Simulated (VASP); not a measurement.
CaTiS2: single point with PBE

The system is CaTiS2.

```
Ti Ca S
1.0
     3.64514    0.00000    0.00000
    -1.82257    3.15678    0.00000
     0.00000    0.00000    6.54150
Ti Ca S
1 1 2
Cartesian
  0.0000 0.0000 0.0000
  0.0000 0.0000 3.2708
  1.8226 1.0523 1.4369
  0.0000 2.1045 5.1046
```

The cell comes from a database or a generator and needn't be the stable form of this composition.

- Program: VASP 6.6.1
- Task: single point
- Functional: PBE
- Potentials or basis: VASP PAW PBE potentials, release 64 (Ti_sv_GW, Ca_sv_GW, S_GW)
- Cutoff: 500 eV
- k mesh: 4 × 4 × 2
- Occupations: gaussian, width 0.02 eV
- Spin: no spin polarisation

```
Pressure               : -0.2 GPa
Largest force          : 0.113 eV/Å
Band gap on the k mesh : none (metal or under the smearing width)
```

Forces in eV/Å, atoms in the order of the input:
```
Ti   0.000  0.000  0.000
Ca   0.000  0.000  0.000
S    0.000  0.000 -0.113
S    0.000  0.000  0.113
```

Stress tensor (GPa, compression positive):
```
 0.47  0.00  0.00
 0.00  0.47  0.00
 0.00  0.00 -1.64
```

Levels at points of the mesh, in eV from the Fermi level:
| k point | band 14 | band 15 | band 16 | band 17 | band 18 | band 19 | band 20 | band 21 |
| --- | --- | --- | --- | --- | --- | --- | --- | --- |
| (0.00, 0.00, 0.00) | -3.05 | -2.46 | -2.46 | -1.07 | -0.24 | -0.24 | 0.83 | 0.83 |
| (0.50, 0.00, 0.00) | -4.51 | -4.36 | -3.63 | -1.27 | 0.53 | 0.75 | 1.01 | 1.61 |
| (0.00, 0.00, 0.50) | -4.06 | -2.96 | -2.96 | -0.12 | -0.12 | 0.11 | 1.26 | 1.87 |
| (0.50, 0.00, 0.50) | -4.46 | -4.13 | -3.90 | -0.84 | 0.41 | 0.77 | 1.01 | 1.96 |

Run time: 22 s on 1 thread of Intel(R) Xeon(R) Platinum 8488C (Sapphire Rapids), with other jobs on the host, peak memory 0.2 GiB.

Caveat: the k mesh is coarse (spacing up to 0.50 Å⁻¹), so the values aren't converged.
